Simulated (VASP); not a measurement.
The cell holds one LiH (rock salt) (100) slab, with vacuum along c, ions free to move until forces fall under 0.03 eV/Å, no reconstruction beyond this cell, dipole correction on. Ionisation potential and electron affinity count from the cell's own band edges, surface states included.

Consider the following.

```
CELL_PARAMETERS angstrom
      2.82471     0.00000     0.00000
      0.00000     2.82471     0.00000
      0.00000     0.00000    26.67076
ATOMIC_POSITIONS crystal
  Li 0.00000 0.50000 0.31384
  Li 0.50000 0.00000 0.38772
  Li 0.00000 0.50000 0.46258
  Li 0.50000 0.00000 0.53742
  Li 0.00000 0.50000 0.61228
  Li 0.50000 0.00000 0.68616
  H  0.00000 0.50000 0.38750
  H  0.50000 0.00000 0.31217
  H  0.00000 0.50000 0.53745
  H  0.50000 0.00000 0.46255
  H  0.00000 0.50000 0.68783
  H  0.50000 0.00000 0.61250
```

The numbers are results of r2SCAN meta-GGA, VASP's PBE PAW potentials (set 64) (plane waves; VASP 6.6.1), not measurements. Run with 450 eV cut-off, 7×7×1 Γ-centred mesh, Gaussian smearing of 0.050 eV, potentials Li_sv H.

Slab and bulk use different k-meshes, so the surface energy is good to a few per cent at best.

**Question.** Predict its surface energy, ionisation potential, electron affinity.

**Answer.** 
The surface energy comes out as 0.36 J/m² and the ionisation potential comes out as 4.63 eV. The electron affinity is 1.45 eV.

The cell is a thin slab with vacuum, built from LiH (rock salt): (100) face.
